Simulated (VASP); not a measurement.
Output of a VASP run:

**OSZICAR**
```
       N       E                     dE             d eps       ncg     rms          rms(c)
DAV:   1     0.712632280264E+02    0.71263E+02   -0.80974E+03   528   0.165E+03
DAV:   2    -0.273705667144E+01   -0.74000E+02   -0.71449E+02   565   0.292E+02
DAV:   3    -0.832346802363E+01   -0.55864E+01   -0.55612E+01   640   0.704E+01
DAV:   4    -0.841466672370E+01   -0.91199E-01   -0.91177E-01   581   0.101E+01
DAV:   5    -0.841640255663E+01   -0.17358E-02   -0.17357E-02   650   0.122E+00    0.278E+00
DAV:   6    -0.827921976574E+01    0.13718E+00   -0.25808E-01   801   0.921E+00    0.167E+00
DAV:   7    -0.826257546492E+01    0.16644E-01   -0.67921E-02   667   0.202E+00    0.559E-01
DAV:   8    -0.826343369485E+01   -0.85823E-03   -0.10201E-02   590   0.139E+00    0.919E-02
DAV:   9    -0.826384108061E+01   -0.40739E-03   -0.10783E-03   636   0.467E-01    0.558E-02
DAV:  10    -0.826390807277E+01   -0.66992E-04   -0.78830E-05   665   0.950E-02    0.302E-02
DAV:  11    -0.826396411206E+01   -0.56039E-04   -0.88772E-05   540   0.795E-02    0.414E-03
DAV:  12    -0.826396444660E+01   -0.33454E-06   -0.14189E-06   504   0.188E-02
   1 F= -.82639644E+01 E0= -.82639579E+01  d E =-.826396E+01
```

**OUTCAR**
```
------------------------ aborting loop because EDIFF is reached ----------------------------------------
  FORCE on cell =-STRESS in cart. coord.  units (eV):
  Direction    XX          YY          ZZ          XY          YZ          ZX
  --------------------------------------------------------------------------------------
  Total        0.0122548      0.0122548      0.0122548      0.0000000     -0.0000000      0.0000000
  in kB        0.4148996      0.4148996      0.4148996      0.0000000     -0.0000000      0.0000000
  external PRESSURE =       0.4148996 kB  Pullay stress =       0.0000000 kB
  volume of cell :       47.32
      direct lattice vectors                 reciprocal lattice vectors
     0.000000000  2.870874904  2.870874904    -0.174162935  0.174162935  0.174162935
     2.870874904  0.000000000  2.870874904     0.174162935 -0.174162935  0.174162935
     2.870874904  2.870874904  0.000000000     0.174162935  0.174162935 -0.174162935
  FREE ENERGIE OF THE ION-ELECTRON SYSTEM (eV)
  ---------------------------------------------------
  free  energy   TOTEN  =        -8.2639644466 eV

  energy  without entropy=       -8.2639513192  energy(sigma->0) =       -8.26395788

 reached required accuracy - stopping structural energy minimisation
```
(Selected blocks of OUTCAR.)

File POSCAR:
```
GaAs
1
    0.0000000000     2.8708749040     2.8708749040
    2.8708749040     0.0000000000     2.8708749040
    2.8708749040     2.8708749040     0.0000000000
Ga As
1 1
Direct
  0.0000000000   0.0000000000   0.0000000000
  0.2500000000   0.2500000000   0.2500000000
```

### Question
Write an INCAR and KPOINTS that could have produced this output.

### Answer
Several could match; the one computed here: the input of the run itself, PBE GGA, plane waves, VASP's PBE PAW potentials (set 64).

### INCAR
```
SYSTEM = GaAs
PREC = Accurate
ENCUT = 400
EDIFF = 1E-6
NELM = 100
ALGO = Normal
LREAL = .FALSE.
LASPH = .TRUE.
ISMEAR = 0
SIGMA = 0.05
GGA = PE
LMAXMIX = 4
LWAVE = .FALSE.
LCHARG = .FALSE.
IBRION = 2
ISIF = 3
NSW = 60
EDIFFG = -0.01
```

### KPOINTS
```
K-points
0
Gamma
 7 7 7
```

POTCAR, in this order: Ga_d As (PBE.64 set). Program: vasp_std.

The compound is GaAs in the zinc blende structure. It was relaxed first. The start is the result of an earlier pass.
